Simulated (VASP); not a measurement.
Crystal: Si3C.

```
Si C
1.0
     4.91480    0.00000    0.00000
    -2.45740    4.25634    0.00000
     0.00000    0.00000    2.43311
Si C
3 1
Direct
  0.50000 0.00000 0.50000
  0.00000 0.50000 0.50000
  0.50000 0.50000 0.50000
  0.00000 0.00000 0.50000
```

The cell was built by a generator and needn't be a form met in nature.

* Program: VASP 6.6.1
* Task: relaxation of cell and atoms
* Functional: PBE
* Dispersion: MBD
* Potentials or basis: VASP PAW PBE potentials, release 64 (Si, C)
* Cutoff: 600 eV
* k mesh: 5 × 5 × 8
* Occupations: fermi-dirac, width 0.05 eV
* Spin: no spin polarisation

At the start: pressure -5.5 GPa; volume 12.72 Å³/atom.

Q: Where does the relaxation end?

A: Over 7 steps the energy falls by 15.9 meV/atom and the volume is 12.15 Å³/atom (-4.5 %); space group P6/mmm (No. 191, to 0.05 Å).

Step by step:
| step | energy change (eV) | largest force (eV/Å) | pressure (GPa) | volume (Å³) |
| --- | --- | --- | --- | --- |
| 1 | 0.0000 | 0.0000 | -5.46 | 50.90 |
| 2 | -0.0558 | 0.0000 | 2.49 | 47.76 |
| 3 | -0.0630 | 0.0000 | 0.38 | 48.47 |
| 4 | -0.0630 | 0.0000 | 0.24 | 48.52 |
| 5 | -0.0634 | 0.0000 | -0.20 | 48.67 |
| 6 | -0.0635 | 0.0000 | -0.08 | 48.63 |
| 7 | -0.0635 | 0.0000 | -0.04 | 48.61 |

Final structure:
```yaml
crystal:
  lattice:
    - [4.80157, 0.00000, 0.00000]
    - [-2.40079, 4.15828, 0.00000]
    - [0.00000, 0.00000, 2.43478]
  atoms:
    - { symbol: Si, position: [0.50000, 0.00000, 0.50000] }
    - { symbol: Si, position: [0.00000, 0.50000, 0.50000] }
    - { symbol: Si, position: [0.50000, 0.50000, 0.50000] }
    - { symbol: C, position: [0.00000, 0.00000, 0.50000] }
```
